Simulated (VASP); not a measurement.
A convergence study with VASP on Ru (space group no. 194 when undisturbed): a few settings are varied, all else stays as given below, so the limit is that of these other settings. One atom is moved off its site, so that forces are finite.

```
CELL_PARAMETERS angstrom
      1.35093    -2.33989     0.00000
      1.35093     2.33989     0.00000
      0.00000     0.00000     4.26716
ATOMIC_POSITIONS crystal
  Ru 0.33333 0.66667 0.26172
  Ru 0.66667 0.33333 0.75000
```

Level of theory: PBE GGA, VASP's PBE PAW potentials (set 64) (plane waves; VASP). The last row used: 300 eV cut-off, 14×14×8 Γ-centred mesh, Fermi-Dirac smearing of 0.10 eV, potentials Ru_pv.

| setting | E (eV/atom) | pressure (GPa) | largest force (eV/Å) | irreducible k-points |
|---|---|---|---|---|
| NBANDS = 14 | -8.7863 | 14.21 | 0.512 | 168 |
| NBANDS = 15 | -9.1324 | 7.96 | 0.491 | 168 |
| NBANDS = 16 | -9.2255 | 6.60 | 0.668 | 168 |
| NBANDS = 17 | -9.2255 | 6.58 | 0.668 | 168 |
| NBANDS = 18 | -9.2255 | 6.56 | 0.668 | 168 |
| NBANDS = 20 | -9.2255 | 6.57 | 0.668 | 168 |
| NBANDS = 24 | -9.2255 | 6.57 | 0.668 | 168 |
| NBANDS = 30 | -9.2255 | 6.56 | 0.668 | 168 |
| NBANDS = 46 | -9.2255 | 6.56 | 0.668 | 168 |

VASP warned of too few bands at NBANDS = 14; NBANDS = 15; NBANDS = 16.

Left out are rungs that failed or repeat a setting and relaxations that didn't move; long series are thinned to 24 rows.

The structure is a typed Ru crystal (space group no. 194). The cell was not relaxed at this level, it is distorted from the ideal structure. VASP warned that the highest band is occupied, so more bands are needed.
